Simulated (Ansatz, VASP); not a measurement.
# Cross-check of LuBPd3 between VASP and Ansatz, part 3 of 3

One calculation is typed for both programs; each brings its own data sets. How far apart do they land? The cell is taken from a series of runs on this material, whose earlier steps may have relaxed, scaled, displaced or heated it; both programs get it as it stands.

VASP 6.6.1 and Ansatz 0.2.0.

So far: The starting structure; Ansatz: zone-centre phonons, PBEsol; VASP: zone-centre phonons, PBEsol.

## Step 3: VASP: zone-centre phonons, PBEsol (continued)

Level of this step: PBEsol, 4f electrons in the core; plane waves and PAW (Lu_3, B, Pd) (VASP).

Numbers of over 12 decimals in the logs are rounded to 6 here.

From OUTCAR (step 3):

```text
ion  position               nearest neighbor table
   1  0.000  0.000  0.000-   3 2.99   4 2.99   5 2.99   3 2.99   4 2.99   3 2.99   5 2.99   3 2.99
                             4 2.99   5 2.99   4 2.99   5 2.99
   2  0.500  0.500  0.500-   3 2.11   4 2.11   5 2.11   5 2.11   4 2.11   3 2.11
   3  0.000  0.500  0.500-   2 2.11   2 2.11   4 2.99   5 2.99   1 2.99   5 2.99   1 2.99   4 2.99
                             1 2.99   1 2.99   4 2.99   5 2.99   5 2.99   4 2.99
   4  0.500  0.000  0.500-   2 2.11   2 2.11   3 2.99   5 2.99   1 2.99   5 2.99   1 2.99   3 2.99
                             5 2.99   5 2.99   1 2.99   3 2.99   1 2.99   3 2.99
   5  0.500  0.500  0.000-   2 2.11   2 2.11   3 2.99   4 2.99   1 2.99   3 2.99   4 2.99   1 2.99
                             4 2.99   4 2.99   1 2.99   3 2.99   3 2.99   1 2.99

  LATTYP: Found a simple cubic cell.
 ALAT       =     4.2266727204

 Subroutine GETGRP returns: Found 48 space group operations
 (whereof 48 operations were pure point group operations)

The static configuration has the point symmetry O_h .

 Found     35 irreducible k-points:

   k-points           NKPTS =     35   k-points in BZ     NKDIM =     35   number of bands    NBANDS=     27

   dimension x,y,z NGX =    32 NGY =   32 NGZ =   32
   dimension x,y,z NGXF=    64 NGYF=   64 NGZF=   64

   ENCUT  =  500.0 eV  36.75 Ry    6.06 a.u.   7.71  7.71  7.71*2*pi/ulx,y,z

   NELECT =      42.0000    total number of electrons

 k-points in reciprocal lattice and weights: Automatic mesh
   0.00000000  0.00000000  0.00000000       0.002
   0.12500000  0.00000000  0.00000000       0.012
   0.25000000  0.00000000  0.00000000       0.012
   0.37500000  0.00000000  0.00000000       0.012
   0.50000000  0.00000000  0.00000000       0.006
   0.12500000  0.12500000  0.00000000       0.023
   0.25000000  0.12500000  0.00000000       0.047
   0.37500000  0.12500000  0.00000000       0.047
   0.50000000  0.12500000  0.00000000       0.023
[...]
0.50000000  0.50000000  0.37500000       0.012
   0.50000000  0.50000000  0.50000000       0.002

 average (electrostatic) potential at core
       1 -27.5415       2 -25.1580       3 -73.0035       4 -73.0035       5 -73.0035

 POSITION                                       TOTAL-FORCE (eV/Angst)
 -----------------------------------------------------------------------------------
      0.00000      0.00000      0.00000         0.000000      0.000000      0.000000
      2.11334      2.11334      2.11334         0.000000      0.000000      0.000000
      0.00000      2.11334      2.11334         0.000000      0.000000      0.000000
      2.11334      0.00000      2.11334         0.000000      0.000000      0.000000
      2.11334      2.11334      0.00000         0.000000      0.000000      0.000000
 -----------------------------------------------------------------------------------
    total drift:                                0.000000     -0.000000     -0.000000

 Eigenvectors and eigenvalues of the dynamical matrix
 ----------------------------------------------------

   1 f  =   14.999506 THz    94.244674 2PiTHz  500.329654 cm-1    62.032943 meV
             X         Y         Z           dx          dy          dz
      0.000000  0.000000  0.000000     0.005288   -0.000001    0.000000
      2.113336  2.113336  2.113336    -0.932303    0.000214   -0.000000
      0.000000  2.113336  2.113336     0.358417    0.000008   -0.000000
      2.113336  0.000000  2.113336    -0.034063   -0.000082    0.000000
      2.113336  2.113336  0.000000    -0.034063    0.000008    0.000000

   2 f  =   14.999506 THz    94.244674 2PiTHz  500.329654 cm-1    62.032943 meV
             X         Y         Z           dx          dy          dz
      0.000000  0.000000  0.000000     0.000001    0.005288   -0.000000
      2.113336  2.113336  2.113336    -0.000214   -0.932303    0.000000
      0.000000  2.113336  2.113336     0.000082   -0.034063    0.000000
      2.113336  0.000000  2.113336    -0.000008    0.358417    0.000000
      2.113336  2.113336  0.000000    -0.000008   -0.034063    0.000000

   3 f  =   14.999506 THz    94.244674 2PiTHz  500.329654 cm-1    62.032943 meV
             X         Y         Z           dx          dy          dz
      0.000000  0.000000  0.000000    -0.000000   -0.000000   -0.005288
      2.113336  2.113336  2.113336     0.000000    0.000000    0.932303
      0.000000  2.113336  2.113336    -0.000000    0.000000    0.034063
      2.113336  0.000000  2.113336     0.000000   -0.000000    0.034063
      2.113336  2.113336  0.000000     0.000000    0.000000   -0.358417

   4 f  =    3.054476 THz    19.191841 2PiTHz  101.886364 cm-1    12.632293 meV
             X         Y         Z           dx          dy          dz
      0.000000  0.000000  0.000000     0.446317   -0.598152    0.000003
      2.113336  2.113336  2.113336     0.017309   -0.023198    0.000000
      0.000000  2.113336  2.113336    -0.014971    0.376587   -0.000002
      2.113336  0.000000  2.113336    -0.280994    0.020063   -0.000002
      2.113336  2.113336  0.000000    -0.280994    0.376587   -0.000000

   5 f  =    3.054476 THz    19.191841 2PiTHz  101.886364 cm-1    12.632293 meV
             X         Y         Z           dx          dy          dz
      0.000000  0.000000  0.000000     0.000867    0.000650    0.746313
      2.113336  2.113336  2.113336     0.000034    0.000025    0.028944
      0.000000  2.113336  2.113336    -0.000029   -0.000409   -0.469867
      2.113336  0.000000  2.113336    -0.000546   -0.000022   -0.469867
      2.113336  2.113336  0.000000    -0.000546   -0.000409   -0.025033

   6 f  =    3.054476 THz    19.191841 2PiTHz  101.886364 cm-1    12.632293 meV
             X         Y         Z           dx          dy          dz
      0.000000  0.000000  0.000000    -0.598151   -0.446317    0.001083
      2.113336  2.113336  2.113336    -0.023198   -0.017309    0.000042
      0.000000  2.113336  2.113336     0.020063    0.280994   -0.000682
      2.113336  0.000000  2.113336     0.376587    0.014971   -0.000682
      2.113336  2.113336  0.000000     0.376587    0.280994   -0.000036

   7 f  =    2.369528 THz    14.888183 2PiTHz   79.038942 cm-1     9.799575 meV
             X         Y         Z           dx          dy          dz
      0.000000  0.000000  0.000000    -0.000000    0.000000   -0.000000
      2.113336  2.113336  2.113336    -0.000000    0.000000   -0.000000
      0.000000  2.113336  2.113336    -0.000000    0.012556    0.646838
      2.113336  0.000000  2.113336    -0.285382    0.000000   -0.646838
      2.113336  2.113336  0.000000     0.285382   -0.012556    0.000000

   8 f  =    2.369528 THz    14.888183 2PiTHz   79.038942 cm-1     9.799575 meV
             X         Y         Z           dx          dy          dz
      0.000000  0.000000  0.000000    -0.000000    0.000000   -0.000000
      2.113336  2.113336  2.113336     0.000000    0.000000   -0.000000
      0.000000  2.113336  2.113336     0.000000    0.015119    0.285116
      2.113336  0.000000  2.113336     0.646901   -0.000000   -0.285116
      2.113336  2.113336  0.000000    -0.646901   -0.015119   -0.000000

   9 f  =    2.369528 THz    14.888183 2PiTHz   79.038942 cm-1     9.799575 meV
             X         Y         Z           dx          dy          dz
      0.000000  0.000000  0.000000    -0.000000    0.000000    0.000000
      2.113336  2.113336  2.113336     0.000000   -0.000000    0.000000
      0.000000  2.113336  2.113336     0.000000   -0.706834    0.017588
      2.113336  0.000000  2.113336     0.008767   -0.000000   -0.017588
      2.113336  2.113336  0.000000    -0.008767    0.706834    0.000000

  10 f  =    1.155050 THz     7.257394 2PiTHz   38.528323 cm-1     4.776901 meV
             X         Y         Z           dx          dy          dz
      0.000000  0.000000  0.000000    -0.000678   -0.009818    0.311724
      2.113336  2.113336  2.113336     0.000717    0.010371   -0.329291
      0.000000  2.113336  2.113336     0.001767   -0.008159    0.259049
      2.113336  0.000000  2.113336    -0.000564    0.025572    0.259049
      2.113336  2.113336  0.000000    -0.000564   -0.008159   -0.811903

  11 f  =    1.155050 THz     7.257394 2PiTHz   38.528323 cm-1     4.776901 meV
             X         Y         Z           dx          dy          dz
      0.000000  0.000000  0.000000     0.311826    0.005732    0.000859
      2.113336  2.113336  2.113336    -0.329399   -0.006055   -0.000907
      0.000000  2.113336  2.113336    -0.812167    0.004764    0.000714
      2.113336  0.000000  2.113336     0.259134   -0.014930    0.000714
      2.113336  2.113336  0.000000     0.259134    0.004764   -0.002237

  12 f  =    1.155050 THz     7.257394 2PiTHz   38.528323 cm-1     4.776901 meV
             X         Y         Z           dx          dy          dz
      0.000000  0.000000  0.000000     0.005757   -0.311672   -0.009804
      2.113336  2.113336  2.113336    -0.006081    0.329236    0.010357
      0.000000  2.113336  2.113336    -0.014993   -0.259006   -0.008147
      2.113336  0.000000  2.113336     0.004784    0.811767   -0.008147
      2.113336  2.113336  0.000000     0.004784   -0.259006    0.025535

  13 f/i=    0.002104 THz     0.013220 2PiTHz    0.070181 cm-1     0.008701 meV
             X         Y         Z           dx          dy          dz
      0.000000  0.000000  0.000000     0.065060   -0.583181   -0.037216
      2.113336  2.113336  2.113336     0.016199   -0.145205   -0.009266
      0.000000  2.113336  2.113336     0.050835   -0.455482   -0.029067
      2.113336  0.000000  2.113336     0.050814   -0.455673   -0.029067
      2.113336  2.113336  0.000000     0.050814   -0.455482   -0.029079

  14 f/i=    0.002104 THz     0.013220 2PiTHz    0.070181 cm-1     0.008701 meV
             X         Y         Z           dx          dy          dz
      0.000000  0.000000  0.000000     0.584359    0.064726    0.007294
      2.113336  2.113336  2.113336     0.145498    0.016116    0.001816
      0.000000  2.113336  2.113336     0.456593    0.050553    0.005697
      2.113336  0.000000  2.113336     0.456402    0.050574    0.005697
      2.113336  2.113336  0.000000     0.456402    0.050553    0.005699

  15 f/i=    0.002104 THz     0.013220 2PiTHz    0.070181 cm-1     0.008701 meV
             X         Y         Z           dx          dy          dz
      0.000000  0.000000  0.000000    -0.003137   -0.037794    0.586754
      2.113336  2.113336  2.113336    -0.000781   -0.009410    0.146094
      0.000000  2.113336  2.113336    -0.002451   -0.029518    0.458272
      2.113336  0.000000  2.113336    -0.002450   -0.029531    0.458272
      2.113336  2.113336  0.000000    -0.002450   -0.029518    0.458464

 ELASTIC MODULI CONTR FROM IONIC RELAXATION (kBar)
 Direction    XX          YY          ZZ          XY          YZ          ZX
 --------------------------------------------------------------------------------
 XX           0.0000      0.0000      0.0000      0.0000      0.0000      0.0000
 YY           0.0000      0.0000      0.0000      0.0000      0.0000      0.0000
 ZZ           0.0000      0.0000      0.0000      0.0000      0.0000      0.0000
 XY           0.0000      0.0000      0.0000      0.0000      0.0000      0.0000
 YZ           0.0000      0.0000      0.0000      0.0000      0.0000      0.0000
 ZX           0.0000      0.0000      0.0000      0.0000      0.0000      0.0000
 --------------------------------------------------------------------------------
```

The data set Lu_3 holds the 4f electrons frozen in the core, so no f bands or f moments appear.

## Step 4: Side by side

Known differences besides the potentials themselves: the data sets hold 82 valence electrons in Ansatz (on its PAW soft_1 files) and 42 in VASP; the cutoff is 420 eV in Ansatz and 500 eV in VASP; Ansatz makes its cores anew for this functional, VASP keeps those of its PBE data sets. Total energies have different zeros and are not compared.

Compared:

```
                    quantity  Ansatz   VASP  difference
  optical mode 1 to 3 (cm⁻¹)    39.1   38.5        +0.6
  optical mode 4 to 6 (cm⁻¹)    83.2   79.0     +5.26 %
  optical mode 7 to 9 (cm⁻¹)   107.5  101.9     +5.50 %
optical mode 10 to 12 (cm⁻¹)   492.2  500.3     -1.63 %
```

Modes are paired by rising frequency, not by their patterns, so a pair may set unlike modes beside each other; they are those without the splitting of longitudinal modes.

## Step 5: Summary of results

| Quantity | Value |
| --- | --- |
| r.m.s. difference of the optical zone-centre modes, each program's sorted by frequency (zone-centre phonons, PBEsol) | 5.4 cm⁻¹ |
| difference in optical mode 7 to 9 (zone-centre phonons, PBEsol) | +5.5 % |

What this shows: The r.m.s. difference of the optical zone-centre modes, each program's sorted by frequency is 5.4 cm⁻¹ (zone-centre phonons, PBEsol). The data sets hold unlike numbers of valence electrons (82 in Ansatz and 42 in VASP), so part of the differences comes from the potentials. Among the rows given in per cent, the largest difference of the zone-centre phonons, PBEsol pair is in optical mode 7 to 9, +5.5 %. Such differences can come from data sets, numerical settings and the points named under the comparisons, not from the functional's error against experiment.

[Lines on the potential files, build, host, timing and source positions are cut from VASP's logs without a mark.]

[Logs are printed without paths, hosts, clocks, repeated set-up lines and the standing remarks that a program may print on its own settings, such as how far it seeks lower states.]

[Hosts, paths, dates, database ids (printed as entryN), source tags and the programs' standing remarks are cut or masked in the printed files.]
